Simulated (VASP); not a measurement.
# CdS (Greenockite): structure and properties in VASP, part 4 of 5

What structure does CdS (Greenockite) take at this level, and what are its properties? Left out of this account: 1 further run (core levels: core levels are not valid at this level). The start is a cell from a database of measured crystal structures.

VASP 6.6.1, plane waves and PAW; the level of theory is named at each step.

So far, gap on the k-mesh (eV): step 2 (relaxing cell and atoms (r2SCAN)) 1.63; step 3 (second relaxation) 1.62; step 6 (density of states (r2SCAN)) 1.62. The relaxed cell has a = 4.160, c = 6.772 Å (conventional setting).

## 7. Vibrations at Γ (r2SCAN)

Level of this step: r2SCAN; plane waves and PAW (Cd, S) (VASP).

Zone-centre modes test whether the atoms sit at a minimum within this cell. IBRION = 6 takes the force constants from differences of forces between displaced cells, so the forces must be tight.

INCAR

```
SYSTEM = CdS
PREC = Accurate
ENCUT = 400
EDIFF = 1E-08
NELM = 100
ISMEAR = 0
SIGMA = 0.05
LREAL = .FALSE.
ALGO = Normal
METAGGA = R2SCAN
LASPH = .TRUE.
NBANDS = 24
LORBIT = 11
LWAVE = .FALSE.
LCHARG = .FALSE.
KPAR = 4
IBRION = 6
NFREE = 2
POTIM = 0.015
ISIF = 2
NSW = 1
```

POSCAR

```
CdS
1.0
    4.1596201544      0.0000000000      0.0000000000
   -2.0798100772      3.6023367239      0.0000000000
    0.0000000000      0.0000000000      6.7719910268
Cd S
2 2
Direct
    0.6666666667      0.3333333333      0.9994529055
    0.3333333333      0.6666666667      0.4994529055
    0.6666666667      0.3333333333      0.3755470945
    0.3333333333      0.6666666667      0.8755470945
```

KPOINTS

```
Automatic mesh
0
Gamma
12 12 7
0 0 0
```

The projector-augmented-wave data sets are Cd and S (PBE family, release 64).

Command:

```console
mpirun -np 4 vasp_std
```

Log:

```text
[... set-up lines as in an earlier step ...]
 entering main loop
       N       E                     dE             d eps       ncg     rms          rms(c)
DAV:   1     0.161659944633E+03    0.16166E+03   -0.15751E+04  3656   0.115E+03
DAV:   2    -0.590757463978E+02   -0.22074E+03   -0.21517E+03  4240   0.314E+02
DAV:   3    -0.696594721813E+02   -0.10584E+02   -0.10526E+02  4448   0.714E+01
DAV:   4    -0.697532103643E+02   -0.93738E-01   -0.93711E-01  4328   0.655E+00
DAV:   5    -0.697548206524E+02   -0.16103E-02   -0.16102E-02  4592   0.817E-01    0.105E+01
DAV:   6    -0.593901343254E+02    0.10365E+02   -0.75189E+00  3696   0.347E+01    0.125E+01
DAV:   7    -0.593507267383E+02    0.39408E-01   -0.67726E-01  4336   0.685E+00    0.939E+00
DAV:   8    -0.593754873503E+02   -0.24761E-01   -0.22883E-01  3896   0.523E+00    0.201E+00
DAV:   9    -0.593788524859E+02   -0.33651E-02   -0.44377E-02  4520   0.143E+00    0.380E-01
DAV:  10    -0.593786135295E+02    0.23896E-03   -0.34038E-03  4016   0.469E-01    0.203E-01
DAV:  11    -0.593787878784E+02   -0.17435E-03   -0.21513E-03  4040   0.460E-01    0.123E-01
DAV:  12    -0.593788222032E+02   -0.34325E-04   -0.13434E-04  4520   0.148E-01    0.622E-02
DAV:  13    -0.593788376047E+02   -0.15401E-04   -0.87236E-05  4256   0.592E-02    0.226E-02
DAV:  14    -0.593788358015E+02    0.18032E-05   -0.54423E-06  4376   0.250E-02    0.238E-03
DAV:  15    -0.593788359149E+02   -0.11337E-06   -0.26431E-07  4552   0.466E-03    0.231E-03
DAV:  16    -0.593788358269E+02    0.87919E-07   -0.90246E-08  4368   0.312E-03    0.190E-04
DAV:  17    -0.593788357892E+02    0.37728E-07   -0.20382E-09  2584   0.348E-04    0.932E-05
DAV:  18    -0.593788357811E+02    0.80563E-08   -0.44353E-10  2400   0.256E-04
   1 F= -.59378836E+02 E0= -.59378836E+02  d E =-.117458E-15
 Found     4 degrees of freedom:
 Finite differences POTIM= 0.01500 DOF=   4
 bond charge predicted
       N       E                     dE             d eps       ncg     rms          rms(c)
DAV:   1    -0.593729508433E+02    0.58849E-02   -0.23489E+00 24288   0.906E+00    0.201E-01
DAV:   2    -0.593782835712E+02   -0.53327E-02   -0.15372E-02 26096   0.826E-01    0.750E-02
DAV:   3    -0.593782718440E+02    0.11727E-04   -0.22431E-04 30920   0.103E-01    0.551E-02
DAV:   4    -0.593782768061E+02   -0.49621E-05   -0.27677E-05 28384   0.341E-02    0.121E-02
DAV:   5    -0.593782783963E+02   -0.15902E-05   -0.33001E-06 30376   0.117E-02    0.471E-03
DAV:   6    -0.593782784683E+02   -0.71971E-07   -0.30485E-07 27360   0.345E-03    0.130E-03
DAV:   7    -0.593782784950E+02   -0.26687E-07   -0.38858E-08 30184   0.144E-03    0.434E-04
DAV:   8    -0.593782784969E+02   -0.18949E-08   -0.35087E-09 15408   0.390E-04
   2 F= -.59378278E+02 E0= -.59378278E+02  d E =-.639425E-16
[...]
3 F= -.59378279E+02 E0= -.59378279E+02  d E =-.638884E-16
[...]
4 F= -.59377939E+02 E0= -.59377939E+02  d E =-.651281E-16
[...]
5 F= -.59378249E+02 E0= -.59378249E+02  d E =-.422239E-15
[...]
6 F= -.59378210E+02 E0= -.59378210E+02  d E =-.126921E-10
[...]
7 F= -.59378210E+02 E0= -.59378210E+02  d E =-.126913E-10
[...]
8 F= -.59378185E+02 E0= -.59378185E+02  d E =-.377258E-15
 Finite differences progress:
  Degree of freedom:   4/  4
  Displacement:        1/  2
  Total:               7/  8
 bond charge predicted
       N       E                     dE             d eps       ncg     rms          rms(c)
DAV:   1    -0.593743605044E+02    0.38247E-02   -0.82761E-01  5376   0.359E+00    0.438E-01
DAV:   2    -0.593778268312E+02   -0.34663E-02   -0.28113E-02  6584   0.103E+00    0.153E-01
DAV:   3    -0.593777707585E+02    0.56073E-04   -0.39010E-04  6240   0.154E-01    0.103E-01
DAV:   4    -0.593777829033E+02   -0.12145E-04   -0.21616E-04  6584   0.828E-02    0.184E-02
DAV:   5    -0.593777837465E+02   -0.84321E-06   -0.40362E-05  5816   0.472E-02    0.227E-02
DAV:   6    -0.593777840680E+02   -0.32144E-06   -0.14102E-06  6984   0.106E-02    0.149E-02
DAV:   7    -0.593777841736E+02   -0.10565E-06   -0.34281E-07  6096   0.552E-03    0.506E-03
DAV:   8    -0.593777841526E+02    0.20967E-07   -0.20552E-07  6376   0.304E-03    0.107E-03
DAV:   9    -0.593777841438E+02    0.88885E-08   -0.24723E-08  6000   0.873E-04
   9 F= -.59377784E+02 E0= -.59377784E+02  d E =-.591732E-16
 Finite differences progress:
  Degree of freedom:   4/  4
  Displacement:        2/  2
  Total:               8/  8
```

It took 22 min on 4 MPI ranks of Intel Xeon 6975P-C (Granite Rapids), shared host; peak memory 4.5 GiB; 87 min of CPU time.

From OUTCAR (step 7):

```text
   k-points           NKPTS =     76   k-points in BZ     NKDIM =     76   number of bands    NBANDS=     24

   NELECT =      36.0000    total number of electrons

 E-fermi :   1.1232

 k-point     1 :       0.0000    0.0000    0.0000
  band No.  band energies     occupation
    ...
     14       0.1087      2.00000
     15       0.1087      2.00000
     16       0.8119      2.00000
     17       0.8606      2.00000
     18       0.8606      2.00000
     19       2.4825      0.00000
     20       4.1078      0.00000
     21       7.8555      0.00000
     22       7.8555      0.00000
     23       8.1644      0.00000
    ...

  Total       -0.0771972     -0.0771972      0.1036881      0.0000000      0.0000000      0.0000000
  in kB       -1.2188713     -1.2188713      1.6371367      0.0000000      0.0000000      0.0000000
  external PRESSURE =      -0.2668686 kB  Pullay stress =       0.0000000 kB

 POSITION                                       TOTAL-FORCE (eV/Angst)
 -----------------------------------------------------------------------------------
      2.07981      1.20078      6.76829         0.000000     -0.000000     -0.068834
     -0.00000      2.40156      3.38229        -0.000000      0.000000     -0.027898
      2.07981      1.20078      2.52820         0.000000     -0.000000      0.127345
     -0.00000      2.40156      5.92920         0.000000     -0.000000     -0.030613
 -----------------------------------------------------------------------------------
    total drift:                                0.000000      0.000000      0.005883

  FREE ENERGIE OF THE ION-ELECTRON SYSTEM (eV)
  ---------------------------------------------------
  free  energy   TOTEN  =       -59.3777841438 eV

  energy  without entropy=      -59.3777841438  energy(sigma->0) =      -59.37778414

 Eigenvectors and eigenvalues of the dynamical matrix
 ----------------------------------------------------

   1 f  =    8.978732 THz    56.415039 2PiTHz  299.498274 cm-1    37.133037 meV
             X         Y         Z           dx          dy          dz
      2.079810  1.200779  6.768286     0.000000    0.000000    0.117789
     -0.000000  2.401558  3.382291    -0.000000   -0.000000   -0.117789
      2.079810  1.200779  2.543202     0.000000    0.000000   -0.697227
     -0.000000  2.401558  5.929197    -0.000000   -0.000000    0.697227

   2 f  =    7.441600 THz    46.756949 2PiTHz  248.225043 cm-1    30.775969 meV
             X         Y         Z           dx          dy          dz
      2.079810  1.200779  6.768286     0.000000   -0.289624   -0.000000
     -0.000000  2.401558  3.382291    -0.000000    0.289624    0.000000
      2.079810  1.200779  2.543202     0.000001   -0.645072   -0.000000
     -0.000000  2.401558  5.929197    -0.000001    0.645072    0.000000

   3 f  =    7.441600 THz    46.756949 2PiTHz  248.225043 cm-1    30.775969 meV
             X         Y         Z           dx          dy          dz
      2.079810  1.200779  6.768286    -0.289624   -0.000000   -0.000000
     -0.000000  2.401558  3.382291     0.289624    0.000000   -0.000000
      2.079810  1.200779  2.543202    -0.645072   -0.000001    0.000000
     -0.000000  2.401558  5.929197     0.645072    0.000001    0.000000

   4 f  =    7.020953 THz    44.113946 2PiTHz  234.193771 cm-1    29.036314 meV
             X         Y         Z           dx          dy          dz
      2.079810  1.200779  6.768286     0.000003   -0.332825   -0.000000
     -0.000000  2.401558  3.382291     0.000003   -0.332825   -0.000000
      2.079810  1.200779  2.543202    -0.000005    0.623881    0.000000
     -0.000000  2.401558  5.929197    -0.000005    0.623881    0.000000

   5 f  =    7.020953 THz    44.113946 2PiTHz  234.193771 cm-1    29.036314 meV
             X         Y         Z           dx          dy          dz
      2.079810  1.200779  6.768286     0.332825    0.000003    0.000000
     -0.000000  2.401558  3.382291     0.332825    0.000003    0.000000
      2.079810  1.200779  2.543202    -0.623881   -0.000005   -0.000000
     -0.000000  2.401558  5.929197    -0.623881   -0.000005   -0.000000

   6 f  =    6.861956 THz    43.114939 2PiTHz  228.890202 cm-1    28.378755 meV
             X         Y         Z           dx          dy          dz
      2.079810  1.200779  6.768286     0.000000    0.000000   -0.333212
     -0.000000  2.401558  3.382291     0.000000    0.000000   -0.333212
      2.079810  1.200779  2.543202    -0.000000   -0.000000    0.623674
     -0.000000  2.401558  5.929197    -0.000000   -0.000000    0.623674

   7 f  =    4.049664 THz    25.444787 2PiTHz  135.082240 cm-1    16.748056 meV
             X         Y         Z           dx          dy          dz
      2.079810  1.200779  6.768286    -0.000000    0.000000   -0.697227
     -0.000000  2.401558  3.382291    -0.000000   -0.000000    0.697227
      2.079810  1.200779  2.543202     0.000000    0.000000   -0.117789
     -0.000000  2.401558  5.929197     0.000000   -0.000000    0.117789

   8 f  =    1.224210 THz     7.691937 2PiTHz   40.835241 cm-1     5.062922 meV
             X         Y         Z           dx          dy          dz
      2.079810  1.200779  6.768286     0.000093   -0.645072   -0.000000
     -0.000000  2.401558  3.382291    -0.000093    0.645072   -0.000000
      2.079810  1.200779  2.543202    -0.000042    0.289624   -0.000000
     -0.000000  2.401558  5.929197     0.000042   -0.289624   -0.000000

   9 f  =    1.224210 THz     7.691937 2PiTHz   40.835241 cm-1     5.062922 meV
             X         Y         Z           dx          dy          dz
      2.079810  1.200779  6.768286    -0.645072   -0.000093    0.000000
     -0.000000  2.401558  3.382291     0.645072    0.000093    0.000000
      2.079810  1.200779  2.543202     0.289624    0.000042    0.000000
     -0.000000  2.401558  5.929197    -0.289624   -0.000042    0.000000

  10 f/i=    0.000955 THz     0.006001 2PiTHz    0.031858 cm-1     0.003950 meV
             X         Y         Z           dx          dy          dz
      2.079810  1.200779  6.768286    -0.000000    0.000000    0.623674
     -0.000000  2.401558  3.382291    -0.000000    0.000000    0.623674
      2.079810  1.200779  2.543202    -0.000000    0.000000    0.333212
     -0.000000  2.401558  5.929197    -0.000000    0.000000    0.333212

  11 f/i=    0.003382 THz     0.021251 2PiTHz    0.112817 cm-1     0.013987 meV
             X         Y         Z           dx          dy          dz
      2.079810  1.200779  6.768286    -0.301128   -0.546397    0.000000
     -0.000000  2.401558  3.382291    -0.301128   -0.546397    0.000000
      2.079810  1.200779  2.543202    -0.160645   -0.291489    0.000000
     -0.000000  2.401558  5.929197    -0.160645   -0.291489    0.000000

  12 f/i=    0.003382 THz     0.021251 2PiTHz    0.112817 cm-1     0.013987 meV
             X         Y         Z           dx          dy          dz
      2.079810  1.200779  6.768286    -0.546397    0.301128   -0.000000
     -0.000000  2.401558  3.382291    -0.546397    0.301128   -0.000000
      2.079810  1.200779  2.543202    -0.291489    0.160645   -0.000000
     -0.000000  2.401558  5.929197    -0.291489    0.160645   -0.000000

 ELASTIC MODULI CONTR FROM IONIC RELAXATION (kBar)
 Direction    XX          YY          ZZ          XY          YZ          ZX
 --------------------------------------------------------------------------------
 XX        -333.4173    136.7000    192.2109     -0.0000      0.0000     -0.0000
 YY         136.7000   -333.4173    192.2109      0.0000     -0.0000      0.0000
 ZZ         192.2109    192.2109   -375.6153     -0.0000     -0.0000      0.0000
 XY          -0.0000      0.0000     -0.0000   -235.0586     -0.0000     -0.0000
 YZ           0.0000     -0.0000     -0.0000     -0.0000    -98.6796     -0.0000
 ZX          -0.0000      0.0000      0.0000      0.0000     -0.0000    -98.6796
 --------------------------------------------------------------------------------

[... 7 parts as in an earlier step ...]

[... 9 further parts left out ...]
```

The last energy, forces, stress and levels in OUTCAR belong to the last displaced cell, not to the cell of POSCAR.

Numbers from this step:

```
bands                     : 24
irreducible k-points      : 76
pressure of the cell      : -0.02844 GPa
largest force of the cell : 0.01092 eV/Å
```

Transverse limit, no LO-TO splitting. Modes at Γ, with each element's share of the kinetic energy:

| mode | frequency (cm⁻¹) | symmetry | Cd % | S % |
| --- | --- | --- | --- | --- |
| 1 | -0.1 | acoustic | 78 | 22 |
| 2 | -0.1 | acoustic | 78 | 22 |
| 3 | 0.0 | acoustic | 78 | 22 |
| 4 | 40.8 | E2 | 83 | 17 |
| 5 | 40.8 | E2 | 83 | 17 |
| 6 | 135.1 | B | 97 | 3 |
| 7 | 228.9 | A1 | 22 | 78 |
| 8 | 234.2 | E1 | 22 | 78 |
| 9 | 234.2 | E1 | 22 | 78 |
| 10 | 248.2 | E2 | 17 | 83 |
| 11 | 248.2 | E2 | 17 | 83 |
| 12 | 299.5 | B | 3 | 97 |

Displacements in mode 5 (40.8 cm⁻¹), the largest set to 1:
```
Cd1  0.00 -1.00  0.00
Cd2  0.00  1.00  0.00
S3   0.00  0.84  0.00
S4   0.00 -0.84  0.00
```

Displacements in mode 11 (248.2 cm⁻¹), the largest set to 1:
```
Cd1  0.00 -0.24  0.00
Cd2  0.00  0.24  0.00
S3   0.00 -1.00  0.00
S4   0.00  1.00  0.00
```

The three acoustic modes lie within 0.1 cm⁻¹ of zero, and all others are real. By the characters of their eigenvectors the optical modes sort into (cm⁻¹) Raman active: E2 41, A1 229, E1 234, E2 248; infrared active: A1 229, E1 234; silent: B 135, B 299. B labels carry no number here, since it depends on the setting of the axes.

## 8. Bands along the symmetry lines (r2SCAN), changed input

Levels along the symmetry lines show where the bands peak and cross; KPOINTS_OPT computes them in the converged potential. Some settings are moved from the usual, to see what they do.

INCAR

```
SYSTEM = CdS
PREC = Accurate
ENCUT = 400
EDIFF = 1E-06
NELM = 100
ISMEAR = 0
SIGMA = 0.05
LREAL = .FALSE.
ALGO = Normal
METAGGA = R2SCAN
LASPH = .TRUE.
NBANDS = 32
LORBIT = 11
LWAVE = .FALSE.
LCHARG = .FALSE.
KPAR = 4
```

POSCAR is that of step 7.

KPOINTS

```
Automatic mesh
0
Monkhorst-Pack
5 5 3
0 0 0
```

KPOINTS_OPT

```
Line mode
16
Line-mode
Reciprocal
  0.00000000   0.00000000   0.00000000 GAMMA
  0.50000000   0.00000000   0.00000000 M

  0.50000000   0.00000000   0.00000000 M
  0.33333333   0.33333333   0.00000000 K

  0.33333333   0.33333333   0.00000000 K
  0.00000000   0.00000000   0.00000000 GAMMA

  0.00000000   0.00000000   0.00000000 GAMMA
  0.00000000   0.00000000   0.50000000 A

  0.00000000   0.00000000   0.50000000 A
  0.50000000   0.00000000   0.50000000 L

  0.50000000   0.00000000   0.50000000 L
  0.33333333   0.33333333   0.50000000 H

  0.33333333   0.33333333   0.50000000 H
  0.00000000   0.00000000   0.50000000 A

  0.50000000   0.00000000   0.50000000 L
  0.50000000   0.00000000   0.00000000 M

  0.33333333   0.33333333   0.00000000 K
  0.33333333   0.33333333   0.50000000 H
```

Command:

```console
mpirun -np 4 vasp_std
```

Log:

```text
[... set-up lines as in an earlier step ...]
 entering main loop
       N       E                     dE             d eps       ncg     rms          rms(c)
[... 14 cycles as in an earlier step ...]
   1 F= -.59371286E+02 E0= -.59371286E+02  d E =-.956675E-15
 Start KPOINTS_OPT (optional k-point list driver)
k-point batch [1-10\144]
       N       E                     dE             ncg
[... 8 cycles as in an earlier step ...]
[...]
k-point batch [141-144\144]
       N       E                     dE             ncg
[... 8 cycles as in an earlier step ...]
```

It took 1.7 min on 4 MPI ranks; peak memory 0.84 GiB; 6.7 min of CPU time.

From OUTCAR (step 8):

```text
   NELECT =      36.0000    total number of electrons

 E-fermi :   1.1246

[... 21 parts as in an earlier step ...]

[... 1 further part left out ...]
```

This step gave:

```
bands                : 32
irreducible k-points : 10
free energy (TOTEN)  : -59.3713 eV
Fermi energy         : 1.125 eV
pressure             : -0.004635 GPa
```

(Continued in part 5 of 5.)

[Lines on the potential files, build, host, timing and source positions are cut from VASP's logs without a mark.]

[Logs are printed without paths, hosts, clocks, repeated set-up lines and the standing remarks that a program may print on its own settings, such as how far it seeks lower states.]

[Hosts, paths, dates, database ids (printed as entryN), source tags and the programs' standing remarks are cut or masked in the printed files.]

[A measured line is paired with the nearest computed mode of its activity, which favours agreement.]
